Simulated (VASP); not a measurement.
Given:

```
MgB2
1.0
    1.57051    -2.72020     0.00000
    1.57051     2.72020     0.00000
    0.00000     0.00000     3.54816
Mg B
1 2
Direct
  0.00000   0.00000   0.00000
  0.33333   0.66667   0.50000
  0.66667   0.33333   0.50000
```

These are optB86b-vdW, VASP's PBE PAW potentials (set 64) (plane waves; VASP) values and carry that method's errors. Settings: 520 eV cut-off, 11×11×9 Γ-centred mesh, first-order Methfessel-Paxton smearing of 0.10 eV, potentials Mg B.

The ions and cell shape at fixed volume are relaxed. What does this cell relax into?

```
MgB2
1.0
    1.55741    -2.69751     0.00000
    1.55741     2.69751     0.00000
    0.00000     0.00000     3.60810
Mg B
1 2
Cartesian
  0.00000   0.00000   0.00000
  1.55741   0.89917   1.80405
  1.55741  -0.89917   1.80405
```
Space group P6/mmm (191), at a tolerance of 0.03 Å.

How much energy does the relaxation gain?

The energy (σ→0) changes by -4.0 meV/atom, in 3 ionic steps.

The compound is MgB2 in the AlB2 type structure. This cell is one point of a volume scan, at 1.06 of the reference volume. Symmetry was kept, so distortions that lower it aren't found.
